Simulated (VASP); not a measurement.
Input for VASP

### POSCAR
```
PbO
1
    4.0382267644     0.0000000000     0.0000000000
    0.0000000000     4.0382267644    -0.0000000000
    0.0000000000     0.0000000000     5.0501024870
Pb O
2 2
Direct
  0.5000000000   1.0000000000   0.7639551805
  0.0000000000   0.5000000000   0.2360448195
  0.5000000000   0.5000000000   0.0000000000
  0.0000000000   0.0000000000   0.0000000000
```

KPOINTS:
```
Regular mesh
0
G
 5 5 4
```

### INCAR
```
# general
SYSTEM   =  PbO
PREC     =  Accurate
ENCUT    =  520
LREAL    =  .FALSE.
LASPH    =  .TRUE.

# electronic loop
EDIFF    =  1E-6
NELM     =  100
ALGO     =  Normal
LMAXMIX  =  4

# smearing
ISMEAR   =  0
SIGMA    =  0.05

# functional
GGA      =  PE
IVDW     =  11

# ions
IBRION   =  2
NSW      =  60
ISIF     =  3
EDIFFG   =  -0.02

# output
LWAVE    =  .FALSE.
LCHARG   =  .FALSE.
```

POTCAR, in this order: Pb_d O (PBE.64 set). Program: vasp_std.

### Question
Write an equivalent input for Quantum ESPRESSO's pw.x.

### Answer
One equivalent input (not run):
```
&CONTROL
  calculation = 'vc-relax'
  pseudo_dir = './pseudo'
  outdir = './out'
  tprnfor = .true.
  tstress = .true.
  nstep = 60
  forc_conv_thr = 0.00078
/
&SYSTEM
  ibrav = 0
  nat = 4
  ntyp = 2
  ecutwfc = 84
  occupations = 'smearing'
  smearing = 'gaussian'
  degauss = 0.003675
  input_dft = 'pbe'
  vdw_corr = 'grimme-d3'
  dftd3_version = 3
  dftd3_threebody = .false.
/
&ELECTRONS
  conv_thr = 7.3e-08
  electron_maxstep = 100
/
&IONS
/
&CELL
/
ATOMIC_SPECIES
  Pb 207.200 Pb.upf
  O 15.999 O.upf
CELL_PARAMETERS angstrom
     4.0382268    0.0000000    0.0000000
     0.0000000    4.0382268   -0.0000000
     0.0000000    0.0000000    5.0501025
ATOMIC_POSITIONS crystal
  Pb   0.5000000  1.0000000  0.7639552
  Pb   0.0000000  0.5000000  0.2360448
  O    0.5000000  0.5000000  0.0000000
  O    0.0000000  0.0000000  0.0000000
K_POINTS automatic
  5 5 4 0 0 0
```
What does not carry over: the potentials are each code's own (VASP's PAW set, PseudoDojo norm-conserving files in pw.x), so ENCUT and ecutwfc are chosen apart and not converted; conv_thr bounds pw.x's estimated SCF error, while EDIFF bounds the energy change between steps; forc_conv_thr acts on force components and is met together with etot_conv_thr.

The compound is PbO in the litharge structure. This run relaxes it. Symmetry was kept, so distortions that lower it aren't found. The start is the result of an earlier pass.
